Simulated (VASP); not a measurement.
# Nb2SnSe (P6_3/mmc) in VASP: single point with r2SCAN

Aim: the single point of Nb2SnSe with r2SCAN.

Program: VASP 6.6.1. These are calculated values, not measurements. Logs are shortened: lines on timing, memory, paths and dates and some standing lists are left out, and cuts for length are marked.

## (1) The crystal as given

It takes space group P6_3/mmc (No. 194, hexagonal). The conventional cell has a = 3.229 Å, b = 3.229 Å, c = 16.920 Å, α = 90.00°, β = 90.00°, γ = 120.00°. Around Nb (site symmetry 3m) lie 3 Se at 2.63 Å and 3 Sn at 3.01 Å. Sn (site symmetry -3m) is surrounded by 6 Nb at 3.01 Å and 6 Sn at 3.23 Å. Around Se (site symmetry -6m2) lie 6 Nb at 2.63 Å.

The cell was built by a generator and needn't be a form met in nature.

## (2) Single point, r2SCAN

Input file INCAR:

```
SYSTEM = Nb2SnSe
ALGO     = Normal         ! electronic algorithm
EDIFF    = 1E-6           ! SCF threshold, eV
ENCUT    = 520            ! plane-wave cutoff, eV
ISIF     = 2              ! what is computed and relaxed
ISMEAR   = 0              ! smearing method
KPAR     = 4            
LASPH    = .TRUE.         ! aspherical terms in the spheres
LCHARG   = .FALSE.        ! write CHGCAR
LMIXTAU  = .TRUE.       
LREAL    = .FALSE.        ! projectors in reciprocal space
LWAVE    = .FALSE.        ! write WAVECAR
METAGGA  = R2SCAN         ! meta-GGA
NELM     = 150            ! most SCF steps
PREC     = Accurate       ! precision mode
SIGMA    = 0.1            ! smearing width, eV
```

Input file KPOINTS:

```
k-points
0
G
  10 10 2
  0 0 0
```

Input file POSCAR:

```
Nb2SnSe
1.0
    3.2286210000      0.0000000000      0.0000000000
   -1.6143110000      2.7960680000      0.0000000000
    0.0000000000      0.0000000000     16.9196200000
Nb Sn Se
4 2 2
Direct
    0.3333330000      0.6666670000      0.3600470000
    0.3333330000      0.6666670000      0.1399530000
    0.6666670000      0.3333330000      0.8600470000
    0.6666670000      0.3333330000      0.6399530000
    0.0000000000      0.0000000000      0.5000000000
    0.0000000000      0.0000000000      0.0000000000
    0.6666670000      0.3333330000      0.2500000000
    0.3333330000      0.6666670000      0.7500000000
```

Potentials or basis: VASP PAW PBE potentials, release 64 (Nb_sv, Sn_d, Se).

Command:

```sh
> cat potpaw_PBE.64/Nb_sv/POTCAR potpaw_PBE.64/Sn_d/POTCAR potpaw_PBE.64/Se/POTCAR > POTCAR
> mpirun -np 4 vasp_std > vasp.out
```

OUTCAR:

```text
SYSTEM = Nb2SnSe
   EDIFF = 1E-6
   ENCUT = 520
   ISIF = 2
   ISMEAR = 0
   LASPH = .TRUE.
   LREAL = .FALSE.
   METAGGA = R2SCAN
   NELM = 150
   PREC = Accurate

 ion  position               nearest neighbor table
   1  0.333  0.667  0.360-   7 2.63   7 2.63   7 2.63   5 3.01   5 3.01   5 3.01
   2  0.333  0.667  0.140-   7 2.63   7 2.63   7 2.63   6 3.01   6 3.01   6 3.01
   3  0.667  0.333  0.860-   8 2.63   8 2.63   8 2.63   6 3.01   6 3.01   6 3.01
   4  0.667  0.333  0.640-   8 2.63   8 2.63   8 2.63   5 3.01   5 3.01   5 3.01
   5  0.000  0.000  0.500-   1 3.01   4 3.01   4 3.01   1 3.01   4 3.01   1 3.01
   6  0.000  0.000  0.000-   2 3.01   3 3.01   3 3.01   2 3.01   3 3.01   2 3.01
   7  0.667  0.333  0.250-   1 2.63   2 2.63   1 2.63   2 2.63   1 2.63   2 2.63
   8  0.333  0.667  0.750-   3 2.63   4 2.63   3 2.63   4 2.63   3 2.63   4 2.63

  LATTYP: Found a hexagonal cell.
 ALAT       =     3.2286210000
 C/A-ratio  =     5.2405098028

  Lattice vectors:

 A1 = (   3.2286210000,   0.0000000000,   0.0000000000)
 A2 = (  -1.6143110000,   2.7960680000,   0.0000000000)
 A3 = (   0.0000000000,   0.0000000000,  16.9196200000)

Analysis of symmetry for initial positions (statically):
=====================================================================
 Subroutine PRICEL returns:
 Original cell was already a primitive cell.

 Routine SETGRP: Setting up the symmetry group for a
 hexagonal supercell.

 Subroutine GETGRP returns: Found 24 space group operations
 (whereof 12 operations were pure point group operations)
 out of a pool of 24 trial point group operations.

The static configuration has the point symmetry D_3d.
 The point group associated with its full space group is D_6h.

Analysis of symmetry for dynamics (positions and initial velocities):
=====================================================================
 Subroutine PRICEL returns:
 Original cell was already a primitive cell.

 Routine SETGRP: Setting up the symmetry group for a
 hexagonal supercell.

 Subroutine GETGRP returns: Found 24 space group operations
 (whereof 12 operations were pure point group operations)
 out of a pool of 24 trial point group operations.

The dynamic configuration has the point symmetry D_3d.
 The point group associated with its full space group is D_6h.

 Subroutine INISYM returns: Found 24 space group operations
 (whereof 12 operations are pure point group operations),
 and found     1 'primitive' translations

----------------------------------------------------------------------------------------

                                     Primitive cell

  volume of cell :     152.7409

  direct lattice vectors                    reciprocal lattice vectors
     3.228621000  0.000000000  0.000000000     0.309729758  0.178822602  0.000000000
    -1.614311000  2.796068000  0.000000000     0.000000000  0.357645093  0.000000000
     0.000000000  0.000000000 16.919620000     0.000000000  0.000000000  0.059102982

  length of vectors
     3.228621000  3.228621419 16.919620000     0.357645139  0.357645093  0.059102982

  position of ions in fractional coordinates (direct lattice)
     0.333333000  0.666667000  0.360047000
     0.333333000  0.666667000  0.139953000
     0.666667000  0.333333000  0.860047000
     0.666667000  0.333333000  0.639953000
     0.000000000  0.000000000  0.500000000
     0.000000000  0.000000000  0.000000000
     0.666667000  0.333333000  0.250000000
     0.333333000  0.666667000  0.750000000

  ion indices of the primitive-cell ions
   primitive index   ion index
                 1           1
                 2           2
                 3           3
                 4           4
                 5           5
                 6           6
                 7           7
                 8           8

----------------------------------------------------------------------------------------

 KPOINTS: k-points

Automatic generation of k-mesh.
 Grid dimensions read from file:
 generate k-points for:   10   10    2

 Generating k-lattice:

  Cartesian coordinates                     Fractional coordinates (reciprocal lattice)
     0.030972976  0.017882260  0.000000000     0.100000000  0.000000000  0.000000000
     0.000000000  0.035764509  0.000000000     0.000000000  0.100000000  0.000000000
     0.000000000  0.000000000  0.029551491     0.000000000  0.000000000  0.500000000

  Length of vectors
     0.035764514  0.035764509  0.029551491

  Shift w.r.t. Gamma in fractional coordinates (k-lattice)
     0.000000000  0.000000000  0.000000000

 Subroutine IBZKPT returns following result:
 ===========================================

 Found     28 irreducible k-points:

 Following reciprocal coordinates:
            Coordinates               Weight
  0.000000  0.000000  0.000000      1.000000
  0.100000  0.000000  0.000000      6.000000
  0.200000  0.000000  0.000000      6.000000
  0.300000  0.000000  0.000000      6.000000
  0.400000  0.000000  0.000000      6.000000
  0.500000  0.000000  0.000000      3.000000
[... 16 lines left out ...]
  0.300000  0.100000  0.500000     12.000000
  0.400000  0.100000  0.500000     12.000000
 [... further k-points ...]
   k-points           NKPTS =     28   k-points in BZ     NKDIM =     28   number of bands    NBANDS=     55
   number of dos      NEDOS =    301   number of ions     NIONS =      8
   total plane-waves  NPLWV =  72576
   dimension x,y,z NGX =    24 NGY =   24 NGZ =  126
   dimension x,y,z NGXF=    48 NGYF=   48 NGZF=  252
   ions per type =               4   2   2
   NGX,Y,Z   is equivalent  to a cutoff of  12.36, 12.36, 12.38 a.u.
   NGXF,Y,Z  is equivalent  to a cutoff of  24.72, 24.72, 24.76 a.u.
 SYSTEM =  Nb2SnSe
   PREC   = accura    normal or accurate (medium, high low for compatibility)
   ISTART =      0    job   : 0-new  1-cont  2-samecut
   ICHARG =      2    charge: 1-file 2-atom 10-const
   ISPIN  =      1    spin polarized calculation?
   LNONCOLLINEAR =      F non collinear calculations
   LSORBIT =      F    spin-orbit coupling
   LASPH  =      T    aspherical Exc in radial PAW
   ENCUT  =  520.0 eV  38.22 Ry    6.18 a.u.   6.00  6.00 31.46*2*pi/ulx,y,z
   NELM   =    150;   NELMIN=  2; NELMDL= -5     # of ELM steps
   EDIFF  = 0.1E-05   stopping-criterion for ELM
   LREAL  =      F    real-space projection
[... 7 lines left out ...]
   TEBEG  =    0.0;   TEEND  =   0.0 temperature during run
   PSTRESS=    0.0 pullay stress
   NELECT =      92.0000    total number of electrons
   NUPDOWN=      -1.0000    fix difference up-down
   EMIN   =  10.00;   EMAX   =-10.00  energy-range for DOS
   EFERMI =   0.00;   METHOD = LEGACY
   ISMEAR =     0;   SIGMA  =   0.10  broadening in eV -4-tet -1-fermi 0-gaus
   EFERMI_NEDOS =   21; number of points for ismear=-14 and -15
   IALGO  =     38    algorithm
   IMIX   =      4    mixing-type and parameters
     AMIX     =   0.40;   BMIX     =  1.00
     AMIX_MAG =   1.60;   BMIX_MAG =  1.00
  volume/ion in A,a.u.               =      19.09       128.84
  Fermi-wavevector in a.u.,A,eV,Ry     =   1.382565  2.612669 26.007355  1.911487
  Thomas-Fermi vector in A             =   2.507245
   LORBIT       =      0    0 simple, 1 ext, 2 COOP (PROOUT), +10 PAW based schemes
   METAGGA = R2SCAN    functional components
   LHFCALC =     F    Hartree Fock is set to
   AEXX    =    0.0000 exact exchange contribution
   IVDW    =     0    specifies the selected vdW correction
   LEPSILON=     F    determine dielectric tensor
   LRPA    =     F    only Hartree local field effects (RPA)
 non-spin polarized calculation
 Gauss-broadening in eV      SIGMA  =   0.10
  energy-cutoff  :      520.00
  volume of cell :      152.74
 maximum number of plane-waves:      4164
   NGX = 13   NGY = 13   NGZ = 63

 number of electron      91.9999995 magnetization

 Free energy of the ion-electron system (eV)
  ---------------------------------------------------
  ext. energy  EPLUGINS =         0.00000000
  ---------------------------------------------------
  free energy    TOTEN  =      -179.65313553 eV

  energy without entropy =     -179.61456160  energy(sigma->0) =     -179.63384857

 E-fermi :  10.5856     XC(G=0): -12.7818

 val. band max:       10.5770586253   @ k =   0.4000   0.2000   0.0000
 cond. band min:      10.6105591567   @ k =   0.3000   0.1000   0.0000
 fundamental gap:      0.0335005315
 Fermi energy:        10.5856294597

 k-point     1 :       0.0000    0.0000    0.0000
  band No.  band energies     occupation
      1     -46.5540      2.00000
      2     -46.5538      2.00000
      3     -46.5510      2.00000
      4     -46.5508      2.00000
      5     -22.1112      2.00000
      6     -22.1052      2.00000
[... 47 lines left out ...]
     54      12.1060      0.00000
     55      13.4150      0.00000

 k-point     2 :       0.1000    0.0000    0.0000
  band No.  band energies     occupation
      1     -46.5486      2.00000
      2     -46.5485      2.00000
      3     -46.5457      2.00000
      4     -46.5456      2.00000
      5     -22.1008      2.00000
      6     -22.0955      2.00000
[... 47 lines left out ...]
     54      12.3022      0.00000
     55      13.0579      0.00000

 k-point     3 :       0.2000    0.0000    0.0000
  band No.  band energies     occupation
      1     -46.5347      2.00000
      2     -46.5346      2.00000
      3     -46.5318      2.00000
      4     -46.5317      2.00000
      5     -22.0738      2.00000
      6     -22.0704      2.00000
[... 1152 lines left out ...]
 k-point    23 :       0.3000    0.1000    0.5000
  band No.  band energies     occupation
      1     -46.5076      2.00000
      2     -46.5076      2.00000
      3     -46.5049      2.00000
      4     -46.5049      2.00000
      5     -22.0439      2.00000
      6     -22.0439      2.00000
[... 47 lines left out ...]
     54      12.8708      0.00000
     55      13.2364      0.00000

 k-point    24 :       0.4000    0.1000    0.5000
  band No.  band energies     occupation
      1     -46.4979      2.00000
      2     -46.4979      2.00000
      3     -46.4953      2.00000
      4     -46.4953      2.00000
      5     -22.1146      2.00000
      6     -22.1146      2.00000
[... 47 lines left out ...]
     54      13.0592      0.00000
     55      13.7220      0.00000

 [... further k-points ...]

------------------------ aborting loop because EDIFF is reached ----------------------------------------

  FORCE on cell =-STRESS in cart. coord.  units (eV):
  Direction    XX          YY          ZZ          XY          YZ          ZX
  --------------------------------------------------------------------------------------
  -------------------------------------------------------------------------------------
  Total       -0.8607714     -0.8607715     -0.4358797      0.0000002      0.0000000      0.0000000
  in kB       -9.0290699     -9.0290712     -4.5721640      0.0000016      0.0000000      0.0000000
  external PRESSURE =      -7.5434350 kB  Pullay stress =       0.0000000 kB

 VOLUME and BASIS-vectors are now :
 -----------------------------------------------------------------------------
  energy-cutoff  :      520.00
  volume of cell :      152.74
      direct lattice vectors                 reciprocal lattice vectors
     3.228621000  0.000000000  0.000000000     0.309729758  0.178822602  0.000000000
    -1.614311000  2.796068000  0.000000000     0.000000000  0.357645093  0.000000000
     0.000000000  0.000000000 16.919620000     0.000000000  0.000000000  0.059102982

 POSITION                                       TOTAL-FORCE (eV/Angst)
 -----------------------------------------------------------------------------------
     -0.00000      1.86405      6.09186        -0.000000     -0.000000     -0.044522
     -0.00000      1.86405      2.36795        -0.000000      0.000000      0.044522
      1.61431      0.93202     14.55167         0.000000      0.000000     -0.044522
      1.61431      0.93202     10.82776         0.000000      0.000000      0.044522
      0.00000      0.00000      8.45981         0.000000      0.000000      0.000000
      0.00000      0.00000      0.00000         0.000000      0.000000      0.000000
      1.61431      0.93202      4.22990         0.000000      0.000000      0.000000
     -0.00000      1.86405     12.68971        -0.000000      0.000000     -0.000000
 -----------------------------------------------------------------------------------
    total drift:                                0.000000     -0.000000      0.000000

  FREE ENERGIE OF THE ION-ELECTRON SYSTEM (eV)
  ---------------------------------------------------
  free  energy   TOTEN  =      -179.6531355346 eV

  energy  without entropy=     -179.6145616019  energy(sigma->0) =     -179.63384857
```

Wall time 8.8 min (4 MPI ranks of Intel Xeon Platinum 8375C at 2.90GHz (Ice Lake), shared host); peak memory 0.43 GiB.

Results:

- Free energy: -179.6531 eV
- Pressure: -0.8 GPa
- Largest force: 0.045 eV/Å
- Band gap on the k mesh: none (metal or under the smearing width)

Forces in eV/Å, atoms in the order of the input:
```
Nb   0.000  0.000 -0.045
Nb   0.000  0.000  0.045
Nb   0.000  0.000 -0.045
Nb   0.000  0.000  0.045
Sn   0.000  0.000  0.000
Sn   0.000  0.000  0.000
Se   0.000  0.000  0.000
Se   0.000  0.000  0.000
```

Stress tensor (GPa, compression positive):
```
-0.90  0.00  0.00
 0.00 -0.90  0.00
 0.00  0.00 -0.46
```

Levels at points of the mesh, in eV from the Fermi level:
| k point | band 42 | band 43 | band 44 | band 45 | band 46 | band 47 | band 48 | band 49 | band 50 | band 51 |
| --- | --- | --- | --- | --- | --- | --- | --- | --- | --- | --- |
| (0.00, 0.00, 0.00) | -0.92 | -0.40 | -0.40 | -0.32 | -0.32 | 0.43 | 0.43 | 0.44 | 0.44 | 1.47 |
| (0.50, 0.00, 0.00) | -2.29 | -2.17 | -1.96 | 0.14 | 0.25 | 0.64 | 0.73 | 1.80 | 2.11 | 2.34 |
| (0.00, 0.00, 0.50) | -0.99 | -0.36 | -0.36 | -0.36 | -0.36 | 0.43 | 0.43 | 0.43 | 0.43 | 1.49 |
| (0.50, 0.00, 0.50) | -2.42 | -2.08 | -2.08 | 0.37 | 0.37 | 0.41 | 0.41 | 2.41 | 2.41 | 2.52 |

Caveat: the PAW data sets were made with another functional, which shifts forces and pressure a little.
